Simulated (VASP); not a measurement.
## Li3Fe3P: single point with PBE

Crystal: Li3Fe3P.

```
Li Fe P
1.0
     4.64467    0.00000    0.00000
     0.00000    4.64467    0.00000
     0.00000    0.00000    4.64467
Li Fe P
3 3 1
Direct
  0.50000 0.50000 0.00000
  0.00000 0.50000 0.50000
  0.50000 0.00000 0.50000
  0.50000 0.00000 0.00000
  0.00000 0.50000 0.00000
  0.00000 0.00000 0.50000
  0.50000 0.50000 0.50000
```

The cell was built by a generator and needn't be a form met in nature.

The cell isn't the ideal one: species swapped into the Ce3GaBr3 type (Pm-3m, No. 221).

- Program: VASP 6.6.1
- Task: single point
- Functional: PBE
- Potentials or basis: VASP PAW PBE potentials, release 64 (Li_sv, Fe, P)
- Cutoff: 520 eV
- k mesh: 8 × 8 × 8
- Occupations: gaussian, width 0.1 eV
- Spin: collinear spin, typed start
- Starting moments: [0.0, 0.0, 0.0, 3.11, 3.11, 3.11, 0.0] μB

| Property | Result |
| --- | --- |
| Band gap on the k mesh | none (metal or under the smearing width) |
| Net moment | 8.58 μB per cell |
| Site moments | Li -0.02; Fe +2.86; P +0.09 μB |
| Valence electrons inside the program's atomic spheres | Li 2.18; Fe 6.75; P 2.46 |

Levels at points of the mesh, in eV from the Fermi level:
Spin up:
```tsv
k point	band 20	band 21	band 22	band 23	band 24	band 25	band 26	band 27
(0.00, 0.00, 0.00)	-1.87	-1.87	-1.87	-1.58	2.36	2.36	2.78	2.78
(0.50, 0.00, 0.00)	-1.86	-1.47	-1.47	-1.30	0.99	1.21	1.21	2.18
(0.50, 0.50, 0.00)	-2.22	-1.63	-1.63	-0.91	1.80	1.91	2.01	2.38
(0.50, 0.50, 0.50)	-1.81	-1.81	-1.81	-0.59	-0.43	-0.43	-0.43	5.24
```
Spin down:
```
           k point  band 13  band 14  band 15  band 16  band 17  band 18
(0.00, 0.00, 0.00)    -0.82    -0.19     0.27     0.62     0.62     0.63
(0.50, 0.00, 0.00)    -0.56    -0.52    -0.52     0.08     0.08     0.43
(0.50, 0.50, 0.00)    -0.53    -0.53    -0.11     0.11     0.11     0.45
(0.50, 0.50, 0.50)    -0.86    -0.58     0.18     0.18     0.18     0.40
```

It took 4 min on 1 thread of Intel(R) Xeon(R) Platinum 8559C (Emerald Rapids), with other jobs on the host, peak memory 0.35 GiB.
